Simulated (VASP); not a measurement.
The system is GaSb.

```
CELL_PARAMETERS angstrom
0.00000 3.06000 3.06000
3.06000 0.00000 3.06000
3.06000 3.06000 0.00000
ATOMIC_POSITIONS crystal
Ga 0.00000 0.00000 0.00000
Sb 0.25000 0.25000 0.25000
```

The cell was built by a generator and needn't be a form met in nature.

| Quantity | Value |
| --- | --- |
| Program | VASP 6.6.1 |
| Task | relaxation of cell and atoms |
| Functional | PBE |
| Potentials or basis | VASP PAW PBE potentials, release 64 (Ga_d, Sb) |
| Cutoff | 600 eV |
| k mesh | 12 × 12 × 12 |
| Occupations | gaussian, width 0.1 eV |
| Spin | no spin polarisation |

At the start: pressure 2.3 GPa; volume 28.65 Å³/atom.

Task: How do energy, volume and symmetry change on relaxing?

Result: Over 6 steps the energy falls by 9.6 meV/atom and the volume is 30.01 Å³/atom (+4.7 %); space group F-43m (No. 216, to 0.05 Å).

The path:
| step | energy change (eV) | largest force (eV/Å) | pressure (GPa) | volume (Å³) |
| --- | --- | --- | --- | --- |
| 1 | 0.0000 | 0.0000 | 2.33 | 57.31 |
| 2 | -0.0178 | 0.0000 | -0.53 | 60.84 |
| 3 | -0.0192 | 0.0000 | -0.01 | 60.06 |
| 4 | -0.0192 | 0.0000 | 0.07 | 60.01 |
| 5 | -0.0192 | 0.0000 | 0.04 | 60.01 |
| 6 | -0.0192 | 0.0000 | 0.00 | 60.02 |

Final structure:
```
Ga Sb
1.0
     0.00000    3.10751    3.10751
     3.10751    0.00000    3.10751
     3.10751    3.10751    0.00000
Ga Sb
1 1
Direct
  0.00000 0.00000 0.00000
  0.25000 0.25000 0.25000
```
